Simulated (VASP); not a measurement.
Output of a VASP run:

### OUTCAR
```
 ion  position               nearest neighbor table
   1  0.000  0.000  0.000-
   2  0.500  0.500  0.500-   3 3.12   4 3.12   5 3.12   5 3.12   3 3.12   4 3.12
   3  0.500  0.000  0.500-   2 3.12   2 3.12
   4  0.000  0.500  0.500-   2 3.12   2 3.12
   5  0.500  0.500  0.000-   2 3.12   2 3.12
  LATTYP: Found a simple cubic cell.
 ALAT       =     6.2470264886
 Subroutine PRICEL returns:
 Original cell was already a primitive cell.
 Subroutine GETGRP returns: Found 48 space group operations
The static configuration has the point symmetry O_h .
The dynamic configuration has the point symmetry O_h .
 Subroutine INISYM returns: Found 48 space group operations
 Subroutine IBZKPT returns following result:
 Found      4 irreducible k-points:

 Following reciprocal coordinates:
            Coordinates               Weight
  0.000000  0.000000  0.000000      1.000000
  0.333333  0.000000  0.000000      6.000000
  0.333333  0.333333  0.000000     12.000000
  0.333333  0.333333  0.333333      8.000000
   k-points           NKPTS =      4   k-points in BZ     NKDIM =      4   number of bands    NBANDS=     26
   number of dos      NEDOS =    301   number of ions     NIONS =      5
   total plane-waves  NPLWV = 110592
   dimension x,y,z NGX =    48 NGY =   48 NGZ =   48
   dimension x,y,z NGXF=    96 NGYF=   96 NGZF=   96
   ions per type =               1   1   3
   PREC   = accura    normal or accurate (medium, high low for compatibility)
   ISTART =      0    job   : 0-new  1-cont  2-samecut
   ICHARG =      2    charge: 1-file 2-atom 10-const
   ISPIN  =      1    spin polarized calculation?
   LNONCOLLINEAR =      F non collinear calculations
   LSORBIT =      F    spin-orbit coupling
   INIWAV =      1    electr: 0-lowe 1-rand  2-diag
   ENCUT  =  520.0 eV  38.22 Ry    6.18 a.u.  11.62 11.62 11.62*2*pi/ulx,y,z
   NELM   =    100;   NELMIN=  2; NELMDL= -5     # of ELM steps
   EDIFF  = 0.1E-05   stopping-criterion for ELM
   LREAL  =      F    real-space projection
   NLSPLINE    = F    spline interpolate recip. space projectors
   LMAXMIX     =    4 max onsite mixed and CHGCAR
   VOSKOWN=      0    Vosko Wilk Nusair interpolation
   EDIFFG = -.2E-01   stopping-criterion for IOM
   NSW    =     60    number of steps for IOM
   NBLOCK =      1;   KBLOCK =     60    inner block; outer block
   IBRION =      2    ionic relax: 0-MD 1-quasi-New 2-CG
   NFREE  =      1    steps in history (QN), initial steepest desc. (CG)
   ISIF   =      3    stress and relaxation
   ISYM   =      2    0-nonsym 1-usesym 2-fastsym
   TEIN   =    0.0    initial temperature
   TEBEG  =    0.0;   TEEND  =   0.0 temperature during run
   SMASS  =  -3.00    Nose mass-parameter (am)
   PSTRESS=    0.0 pullay stress
   NELECT =      44.0000    total number of electrons
   EFERMI =   0.00;   METHOD = LEGACY
   ISMEAR =     0;   SIGMA  =   0.05  broadening in eV -4-tet -1-fermi 0-gaus
   IALGO  =     38    algorithm
   LDIAG  =      T    sub-space diagonalisation (order eigenvalues)
   IMIX   =      4    mixing-type and parameters
     AMIX     =   0.40;   BMIX     =  1.00
     AMIX_MAG =   1.60;   BMIX_MAG =  1.00
     AMIN     =   0.10
   METAGGA = RTPSS    functional components
   VOSKOWN =     0    Vosko Wilk Nusair interpolation
   LHFCALC =     F    Hartree Fock is set to
   LHFONE  =     F    Hartree Fock one center treatment
   AEXX    =    0.0000 exact exchange contribution
   IVDW    =     0    specifies the selected vdW correction
   LEPSILON=     F    determine dielectric tensor
   LRPA    =     F    only Hartree local field effects (RPA)
  energy-cutoff  :      520.00
  volume of cell :      243.79
      direct lattice vectors                 reciprocal lattice vectors
     6.247026489  0.000000000  0.000000000     0.160076158  0.000000000  0.000000000
     0.000000000  6.247026489  0.000000000     0.000000000  0.160076158  0.000000000
     0.000000000  0.000000000  6.247026489     0.000000000  0.000000000  0.160076158
 k-point     1 :   0.0000 0.0000 0.0000  plane waves:    6619
 k-point     2 :   0.3333 0.0000 0.0000  plane waves:    6579
 k-point     3 :   0.3333 0.3333 0.0000  plane waves:    6580
...
```

### OSZICAR
```
...
DAV:  10     0.854409687048E+02   -0.28810E-01   -0.79766E-02   216   0.280E+00    0.627E-01
DAV:  11     0.854325631953E+02   -0.84055E-02   -0.78293E-03   248   0.920E-01    0.451E-01
DAV:  12     0.854332952099E+02    0.73201E-03   -0.15221E-02   212   0.817E-01    0.108E-01
DAV:  13     0.854320519157E+02   -0.12433E-02   -0.22259E-03   252   0.305E-01    0.117E-01
DAV:  14     0.854320939924E+02    0.42077E-04   -0.61635E-05   268   0.546E-02    0.149E-01
DAV:  15     0.854319124261E+02   -0.18157E-03   -0.73842E-04   212   0.245E-01    0.875E-02
DAV:  16     0.854318152572E+02   -0.97169E-04   -0.83506E-05   228   0.623E-02    0.619E-02
DAV:  17     0.854318049078E+02   -0.10349E-04   -0.25432E-05   244   0.377E-02    0.280E-02
DAV:  18     0.854318035272E+02   -0.13806E-05   -0.30517E-05   248   0.546E-02    0.627E-03
DAV:  19     0.854317854969E+02   -0.18030E-04   -0.11245E-05   216   0.345E-02    0.138E-02
DAV:  20     0.854317849407E+02   -0.55620E-06   -0.97922E-07   160   0.977E-03
   1 F= 0.85431785E+02 E0= 0.85431785E+02  d E =0.854318E+02
       N       E                     dE             d eps       ncg     rms          rms(c)
DAV:   1     0.852731312114E+02   -0.15865E+00   -0.34120E+00   242   0.162E+01    0.220E+00
DAV:   2     0.854001556650E+02    0.12702E+00   -0.28279E-01   248   0.519E+00    0.849E-01
DAV:   3     0.854199483732E+02    0.19793E-01   -0.54262E-02   210   0.172E+00    0.379E-01
DAV:   4     0.854203532264E+02    0.40485E-03   -0.16268E-02   212   0.118E+00    0.273E-01
DAV:   5     0.854206741228E+02    0.32090E-03   -0.86276E-03   216   0.947E-01    0.218E-01
DAV:   6     0.854199275949E+02   -0.74653E-03   -0.51399E-03   214   0.735E-01    0.234E-02
DAV:   7     0.854198788228E+02   -0.48772E-04   -0.33616E-04   214   0.131E-01    0.257E-02
DAV:   8     0.854198365641E+02   -0.42259E-04   -0.75815E-05   208   0.748E-02    0.164E-02
DAV:   9     0.854198258985E+02   -0.10666E-04   -0.15617E-05   228   0.381E-02    0.556E-03
DAV:  10     0.854198312608E+02    0.53623E-05   -0.60679E-06   210   0.248E-02    0.199E-03
DAV:  11     0.854198299036E+02   -0.13572E-05   -0.51276E-06   182   0.250E-02    0.828E-04
DAV:  12     0.854198286291E+02   -0.12745E-05   -0.10538E-06   148   0.102E-02    0.113E-03
DAV:  13     0.854198284235E+02   -0.20561E-06   -0.49867E-08   106   0.228E-03
   2 F= 0.85419828E+02 E0= 0.85419828E+02  d E =-.119565E-01
       N       E                     dE             d eps       ncg     rms          rms(c)
DAV:   1     0.853882391931E+02   -0.31589E-01   -0.70806E-01   242   0.752E+00    0.993E-01
DAV:   2     0.854142266223E+02    0.25987E-01   -0.57037E-02   248   0.233E+00    0.389E-01
DAV:   3     0.854183885980E+02    0.41620E-02   -0.11343E-02   210   0.799E-01    0.170E-01
DAV:   4     0.854184381615E+02    0.49563E-04   -0.32814E-03   216   0.526E-01    0.125E-01
DAV:   5     0.854184947526E+02    0.56591E-04   -0.17472E-03   214   0.427E-01    0.997E-02
DAV:   6     0.854182961630E+02   -0.19859E-03   -0.10455E-03   214   0.331E-01    0.109E-02
DAV:   7     0.854182902585E+02   -0.59044E-05   -0.65499E-05   218   0.576E-02    0.116E-02
DAV:   8     0.854182817628E+02   -0.84957E-05   -0.15304E-05   208   0.340E-02    0.735E-03
DAV:   9     0.854182793475E+02   -0.24153E-05   -0.37430E-06   196   0.191E-02    0.261E-03
DAV:  10     0.854182815634E+02    0.22159E-05   -0.12615E-06   146   0.117E-02    0.824E-04
DAV:  11     0.854182815249E+02   -0.38536E-07   -0.95859E-07   148   0.104E-02
   3 F= 0.85418282E+02 E0= 0.85418282E+02  d E =-.135034E-01
```

### OUTCAR
```
------------------------ aborting loop because EDIFF is reached ----------------------------------------
  FORCE on cell =-STRESS in cart. coord.  units (eV):
  Direction    XX          YY          ZZ          XY          YZ          ZX
  --------------------------------------------------------------------------------------
  Total       -0.0277247     -0.0277247     -0.0277247     -0.0000000      0.0000000     -0.0000000
  in kB       -0.1882627     -0.1882627     -0.1882627     -0.0000000      0.0000000     -0.0000000
  external PRESSURE =      -0.1882627 kB  Pullay stress =       0.0000000 kB
  volume of cell :      235.95
      direct lattice vectors                 reciprocal lattice vectors
     6.179275392  0.000000000  0.000000000     0.161831273  0.000000000 -0.000000000
    -0.000000000  6.179275392  0.000000000    -0.000000000  0.161831273 -0.000000000
     0.000000000  0.000000000  6.179275392    -0.000000000 -0.000000000  0.161831273
 POSITION                                       TOTAL-FORCE (eV/Angst)
 -----------------------------------------------------------------------------------
      0.00000      0.00000      0.00000        -0.000000     -0.000000      0.000000
      3.08964      3.08964      3.08964         0.000000      0.000000      0.000000
      3.08964      0.00000      3.08964        -0.000000     -0.000000      0.000000
      0.00000      3.08964      3.08964        -0.000000     -0.000000      0.000000
      3.08964      3.08964      0.00000        -0.000000     -0.000000      0.000000
 -----------------------------------------------------------------------------------
    total drift:                                0.000000     -0.000000     -0.000000
  FREE ENERGIE OF THE ION-ELECTRON SYSTEM (eV)
  ---------------------------------------------------
  free  energy   TOTEN  =        85.4182815249 eV

  energy  without entropy=       85.4182815249  energy(sigma->0) =       85.41828152

 reached required accuracy - stopping structural energy minimisation
```
(Selected blocks of OUTCAR.)

File POSCAR:
```
CsSnI3
1
    6.2470264886    -0.0000000000     0.0000000000
   -0.0000000000     6.2470264886    -0.0000000000
   -0.0000000000    -0.0000000000     6.2470264886
Cs Sn I
1 1 3
Direct
  0.0000000000   0.0000000000   0.0000000000
  0.5000000000   0.5000000000   0.5000000000
  0.5000000000   0.0000000000   0.5000000000
  0.0000000000   0.5000000000   0.5000000000
  0.5000000000   0.5000000000   0.0000000000
```

Task: Reconstruct the remaining input files.

Result: Several could match; the one computed here: the input of the run itself, revTPSS meta-GGA, plane waves, VASP's PBE PAW potentials (set 64).

**INCAR**
```
SYSTEM = CsSnI3
PREC = Accurate
ENCUT = 520
EDIFF = 1E-6
NELM = 100
ALGO = Normal
LREAL = .FALSE.
LASPH = .TRUE.
ISMEAR = 0
SIGMA = 0.05
METAGGA = RTPSS
LMIXTAU = .TRUE.
LMAXMIX = 4
LWAVE = .FALSE.
LCHARG = .FALSE.
IBRION = 2
ISIF = 3
NSW = 60
EDIFFG = -0.02
```

KPOINTS:
```
Automatic mesh
0
Gamma
3 3 3
0 0 0
```

POTCAR, in this order: Cs_sv Sn_d I (PBE.64 set). Program: vasp_std.

Energy and stress use the plane-wave basis of the starting cell.

The compound is CsSnI3 in the cubic perovskite structure, the ideal cubic form; the compound distorts at low or room temperature. This run relaxes it. Symmetry was kept, so distortions that lower it aren't found. The start is the result of an earlier pass.
